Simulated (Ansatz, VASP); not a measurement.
# Two plane-wave programs on K2SiSb3

File INCAR:

```
PREC = Accurate
ENCUT = 600
EDIFF = 1E-7
ISMEAR = 0
SIGMA = 0.1
LREAL = F
LASPH = T
NELM = 60
ALGO = Normal
ISIF = 3
LWAVE = F
LCHARG = F
GGA = PE
IBRION = 2
NSW = 90
EDIFFG = -0.04
```

The input KPOINTS:

```
Automatic mesh
0
Gamma
  3 3 3
```

Contents of POSCAR:

```
K2SiSb3
1.0
    3.2536151800      1.8784756000      4.5852182800
   -3.2536151800      1.8784756000      4.5852182800
    0.0000000000     -3.7569512000      4.5852182800
K Si Sb
2 1 3
Direct
    0.8712233300      0.8712233300      0.8712233300
    0.1287766700      0.1287766700      0.1287766700
    0.5000000000      0.5000000000      0.5000000000
    0.5000000000      0.0000000000      0.5000000000
    0.5000000000      0.5000000000      0.0000000000
    0.0000000000      0.5000000000      0.5000000000
```

Input for Ansatz:

```yaml
crystal:
  lattice:
    - [3.25361518, 1.8784756, 4.58521828]
    - [-3.25361518, 1.8784756, 4.58521828]
    - [0.0, -3.7569512, 4.58521828]
  atoms:
    - { symbol: K, position: [0.87122333, 0.87122333, 0.87122333] }
    - { symbol: K, position: [0.12877667, 0.12877667, 0.12877667] }
    - { symbol: Si, position: [0.5, 0.5, 0.5] }
    - { symbol: Sb, position: [0.5, 0.0, 0.5] }
    - { symbol: Sb, position: [0.5, 0.5, 0.0] }
    - { symbol: Sb, position: [0.0, 0.5, 0.5] }
basis:
  ecutwfc: 420
kpoints:
  mp_grid: { grid: [3, 3, 3] }
hamiltonian:
  xc: pbe
scf:
  occupations: { method: gaussian, width: 0.1 }
  lower_state_search: "off"
output:
  forces: true
  stress: true
  eigenvalues: true
relax:
  adjacent_minimum: "off"
  f_tol: 0.04
  max_steps: 70
  cell: { stress_tol: 0.4 }
```

Change from the starting cell: species swapped into the Sm2GeRh3 type (R-3m, No. 166).

Alike in both runs: task relaxation of cell and atoms; functional PBE; k mesh 3 × 3 × 3; occupations gaussian, width 0.1 eV; no spin polarisation.

|  | VASP | Ansatz |
| --- | --- | --- |
| version | VASP 6.6.1 | Ansatz 0.2.0 |
| potentials or method | VASP PAW PBE potentials, release 64 (K_sv, Si, Sb) | scalar-relativistic, plane waves, PAW |
| plane-wave cutoff (eV) | 600 | 420 |
| valence electrons in the cell | 37 | 67 |

```csv
,VASP,Ansatz,Ansatz less VASP
"gap on the k mesh at the Fermi level, each at its own relaxed structure (eV)",none,none,-
relaxed volume (Å³/atom),29.62,29.55,-0.068
relaxed cell length with the largest relative difference (Å),6.105,6.097,-0.0074
energy change over the relaxation (meV/atom),-25,-24,+0.5
```

A gap of «none» marks a metal or a gap that the smearing closes. The two sets of potentials don't hold the same shells in valence.

Caveats: the k mesh is coarse (spacing up to 0.40 Å⁻¹), so the values aren't converged. Spin-orbit coupling is left out, which matters for the levels of Sb.
